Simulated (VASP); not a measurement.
MgI2: energy against strain

MgI2 (1T layered, P-3m1, 34.434 Å³/atom and stress up to 0.05 GPa in the relaxed cell, c along z) under a strain ε along c (axis z), the other axes held. PBEsol in VASP (plane waves, PAW), 480 eV, 8×8×6 Γ-centred mesh, Gaussian smearing 0.05 eV; ions are relaxed, or left where forces stay under 0.02 eV/Å, within the symmetry of each cell.

Here s stands for strain and y for E less E0.

| strain (%) | E less E0 (meV/atom) |
|---|---|
| -1.50 | 0.40 |
| -1.00 | 0.21 |
| -0.50 | 0.07 |
| 0.00 | 0.00 |
| 0.50 | -0.02 |
| 1.00 | 0.01 |
| 1.50 | 0.07 |
| 3.00 | ? |

Fit y of the 7 rows that show it with a parabola. Least squares gives y = 0.001 - 0.1057·s + 0.1048·s². Residuals (row less fit): 0.005, -0.002, -0.010, -0.001, 0.006, 0.010, -0.008; standard error 0.009 (degrees of freedom: 4). Twice the quadratic coefficient over the volume, 2 × 0.1048 meV × 10⁴ × 0.1602 / 34.434 Å³, is the elastic constant C33 = 9.8 ± 0.4 GPa (± standard error of the fit, which holds the terms cut off).

What does the fit predict for y at s = 3.00, and how far is the calculated value from it?

y = 0.001 - 0.1057 × 3.0 + 0.1048 × 3.0² = 0.627 meV/atom. The calculation gives 0.45 meV/atom, 0.177 meV/atom below the prediction (37.7 % of the range of y in the table). The row lies outside the fitted rows, so this is an extrapolation. From the scatter of the fitted rows alone, a prediction at this place has a standard error of 0.034 meV/atom, so the miss is 5.2 times that.

A polynomial of degree 3 through the 12 other runs of the series gives 0.44 there, so most of the miss is curvature that the fit leaves out. Spin-orbit coupling is left out, which can shift these values for the heavy elements here. For MgI2: without a dispersion term in the relaxation, distances and binding between the weakly bound layers, chains or molecules are unreliable, and so is what depends on them. Rows are the converged runs of the series near zero and its far end, less any whose ions stayed unrelaxed beside relaxed ones; series whose fitted rows scatter by over a few per cent of the range, as at a crossing or softening among them, aren't shown in this form. Most that stay on the fit to the last digits aren't either.
